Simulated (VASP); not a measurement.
These are PBE GGA, VASP's PBE PAW potentials (set 64) (plane waves; VASP) values and carry that method's errors.

Input for VASP

POSCAR:
```
PbO
1
    4.0011950402     0.0000000000     0.0000000000
    0.0000000000     4.0011950402     0.0000000000
    0.0000000000     0.0000000000     4.2294663981
Pb O
2 2
Direct
  0.5000000000   0.0000000000   0.7252457157
  0.0000000000   0.5000000000   0.2747542843
  0.5000000000   0.5000000000   0.0000000000
  0.0000000000   0.0000000000   0.0000000000
```

### INCAR
```
# general
SYSTEM  = PbO
PREC    = Accurate
ENCUT   = 620
LREAL   = .FALSE.
LASPH   = .TRUE.

# electronic loop
EDIFF   = 1E-6
NELM    = 100
ALGO    = Normal
LMAXMIX = 4

# smearing
ISMEAR  = 0
SIGMA   = 0.05

# functional
GGA     = PE

# ions
IBRION  = 2
NSW     = 40
ISIF    = 3
EDIFFG  = -0.02
PSTRESS = 200

# output
LWAVE   = .FALSE.
LCHARG  = .FALSE.
```

**KPOINTS**
```
Automatic mesh
0
Gamma
6 6 5
0 0 0
```

POTCAR, in this order: Pb_d O (PBE.64 set). Program: vasp_std.

Energy and stress use the plane-wave basis of the starting cell. Without a dispersion term in the relaxation, distances and binding between the weakly bound layers, chains or molecules are unreliable, and so is what depends on them.

Question: Estimate the energy per atom (σ→0), volume per atom.

Answer: 
```yaml
energy per atom (σ→0): -5.096 eV/atom
volume_per_atom: 15.16 Å³/atom
```

File OSZICAR:
```
...
       N       E                     dE             d eps       ncg     rms          rms(c)
DAV:   1    -0.203839143708E+02    0.10272E-01   -0.25042E-01  1936   0.408E+00    0.226E-01
DAV:   2    -0.203834158183E+02    0.49855E-03   -0.88035E-03  2008   0.965E-01    0.998E-02
DAV:   3    -0.203831545797E+02    0.26124E-03   -0.93407E-04  2008   0.561E-01    0.382E-02
DAV:   4    -0.203831342486E+02    0.20331E-04   -0.15568E-04  2208   0.130E-01    0.137E-02
DAV:   5    -0.203831339424E+02    0.30628E-06   -0.17080E-05  2072   0.649E-02    0.345E-03
DAV:   6    -0.203831339559E+02   -0.13484E-07   -0.19517E-06   832   0.238E-02
  15 F= -.12812214E+02 E0= -.12812214E+02  d E =-.213505E-03
```

The compound is PbO in the litharge structure. This run relaxes it under an external pressure of 20 GPa. Symmetry was kept, so distortions that lower it aren't found.
